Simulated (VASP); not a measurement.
OSZICAR of a VASP run on Re (hcp):

**OSZICAR**
```
       N       E                     dE             d eps       ncg     rms          rms(c)
DAV:   1    -0.811777593311E+02   -0.81178E+02   -0.71270E+03  4672   0.160E+03
DAV:   2    -0.135590763539E+03   -0.54413E+02   -0.46743E+02  4270   0.353E+02
DAV:   3    -0.142315946382E+03   -0.67252E+01   -0.54034E+01  4374   0.269E+02
DAV:   4    -0.142662878192E+03   -0.34693E+00   -0.31574E+00  4905   0.289E+01
DAV:   5    -0.142674780072E+03   -0.11902E-01   -0.10856E-01  4587   0.308E+00    0.958E+01
DAV:   6    -0.142661830594E+03    0.12949E-01   -0.45096E+00  4362   0.842E+01    0.238E+01
DAV:   7    -0.142017653187E+03    0.64418E+00   -0.46530E-01  4322   0.117E+01    0.151E+01
DAV:   8    -0.142388070298E+03   -0.37042E+00   -0.81968E-01  4743   0.336E+01    0.734E+00
DAV:   9    -0.142212227367E+03    0.17584E+00   -0.35444E-01  4363   0.108E+01    0.232E+00
DAV:  10    -0.142218924374E+03   -0.66970E-02   -0.11986E-02  4389   0.198E+00    0.269E+00
DAV:  11    -0.142226810584E+03   -0.78862E-02   -0.94474E-02  4264   0.470E+00    0.496E-01
DAV:  12    -0.142223292773E+03    0.35178E-02   -0.88760E-03  4158   0.172E+00    0.150E+00
DAV:  13    -0.142227806765E+03   -0.45140E-02   -0.12364E-02  4143   0.207E+00    0.878E-01
DAV:  14    -0.142218399558E+03    0.94072E-02   -0.17727E-02  4113   0.188E+00    0.348E-01
DAV:  15    -0.142217912943E+03    0.48662E-03   -0.11077E-03  4680   0.548E-01    0.161E-01
DAV:  16    -0.142217991589E+03   -0.78647E-04   -0.53867E-05  4566   0.146E-01    0.202E-01
DAV:  17    -0.142217794665E+03    0.19692E-03   -0.20133E-04  4260   0.196E-01    0.140E-01
DAV:  18    -0.142217658174E+03    0.13649E-03   -0.58877E-04  4107   0.397E-01    0.202E-02
DAV:  19    -0.142217641787E+03    0.16388E-04   -0.87552E-05  4365   0.147E-01    0.175E-02
DAV:  20    -0.142217638353E+03    0.34333E-05   -0.43674E-06  2851   0.643E-02    0.974E-03
DAV:  21    -0.142217637147E+03    0.12066E-05   -0.33468E-06  2406   0.400E-02    0.539E-03
DAV:  22    -0.142217643612E+03   -0.64648E-05   -0.12393E-05  4054   0.713E-02    0.591E-03
DAV:  23    -0.142217642229E+03    0.13823E-05   -0.41238E-07  1785   0.144E-02    0.601E-03
DAV:  24    -0.142217642233E+03   -0.31428E-08   -0.18691E-07  1761   0.302E-02
   1 F= -.14221764E+03 E0= -.14221795E+03  d E =-.142218E+03
```

Q: Which electronic solver shows in the log?

A: It is blocked Davidson (ALGO = Normal, or the opening steps of other solvers). The INCAR had ALGO = Normal.

Q: Can the final energy be trusted as converged?

A: Self-consistency was reached. It stopped with EDIFF = 1E-6, NELM = 100, NSW = 60 and EDIFFG = -0.01 after 1 ionic step (SCAN meta-GGA, plane waves, VASP's PBE PAW potentials (set 64)).

The compound is Re in the hcp structure. It was relaxed first. The start is the result of an earlier pass.
